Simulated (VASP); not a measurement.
A convergence study with VASP on Ti (hcp): one setting is varied, all else stays as given below, so the limit is that of these other settings. The cell's lengths are 1 % over those of the tabulated start and one atom is moved, so it is off equilibrium.

```
CELL_PARAMETERS angstrom
      1.48975    -2.58032     0.00000
      1.48975     2.58032     0.00000
      0.00000     0.00000     4.72680
ATOMIC_POSITIONS crystal
  Ti 0.33333 0.66667 0.25000
  Ti 0.68701 0.35367 0.75000
```

The numbers are results of PBEsol GGA, VASP's PBE PAW potentials (set 64) (plane waves; VASP), not measurements. The tightest run used: 1000 eV cut-off, 16×16×9 Γ-centred mesh, first-order Methfessel-Paxton smearing of 0.10 eV, potentials Ti_sv.

Question: The settings run are ENCUT = 150; ENCUT = 200; ENCUT = 250; ENCUT = 300; ENCUT = 350; ENCUT = 400; ENCUT = 450; ENCUT = 500; ENCUT = 550; ENCUT = 600; ENCUT = 650; ENCUT = 700; ENCUT = 750; ENCUT = 800; ENCUT = 850; ENCUT = 1000. From which on does the stress (every component) stay within 0.2 GPa of the tightest run?

Answer: From ENCUT = 500 on: it is off by 0.10 there and by no more than 0.2 in any finer run, while ENCUT = 450 is off by 0.36.
| setting | E (eV/atom) | pressure (GPa) | largest force (eV/Å) | plane waves | difference judged (GPa) |
|---|---|---|---|---|---|
| ENCUT = 150 | -6.7594 | -228.58 | 0.146 | 162 | 221.35 |
| ENCUT = 200 | -8.1818 | -48.11 | 0.122 | 248 | 40.43 |
| ENCUT = 250 | -8.2759 | -13.02 | 0.095 | 342 | 4.49 |
| ENCUT = 300 | -8.2815 | -8.87 | 0.094 | 446 | 0.22 |
| ENCUT = 350 | -8.2837 | -9.42 | 0.095 | 558 | 0.75 |
| ENCUT = 400 | -8.2887 | -9.40 | 0.093 | 683 | 0.72 |
| ENCUT = 450 | -8.2936 | -9.04 | 0.093 | 802 | 0.36 |
| ENCUT = 500 | -8.2954 | -8.77 | 0.093 | 947 | 0.10 |
| ENCUT = 550 | -8.2954 | -8.72 | 0.093 | 1087 | 0.05 |
| ENCUT = 600 | -8.2954 | -8.73 | 0.093 | 1232 | 0.06 |
| ENCUT = 650 | -8.2956 | -8.74 | 0.093 | 1387 | 0.06 |
| ENCUT = 700 | -8.2960 | -8.72 | 0.093 | 1556 | 0.05 |
| ENCUT = 750 | -8.2961 | -8.70 | 0.093 | 1731 | 0.03 |
| ENCUT = 800 | -8.2962 | -8.69 | 0.093 | 1890 | 0.01 |
| ENCUT = 850 | -8.2962 | -8.69 | 0.093 | 2065 | 0.01 |
| ENCUT = 1000 | -8.2963 | -8.68 | 0.093 | 2647 | 0.00 |

Left out are rungs that failed or repeat a setting and relaxations that didn't move; long series are thinned to 24 rows.

The compound is Ti in the hcp structure. The cell was not relaxed at this level, it is distorted from the ideal structure.
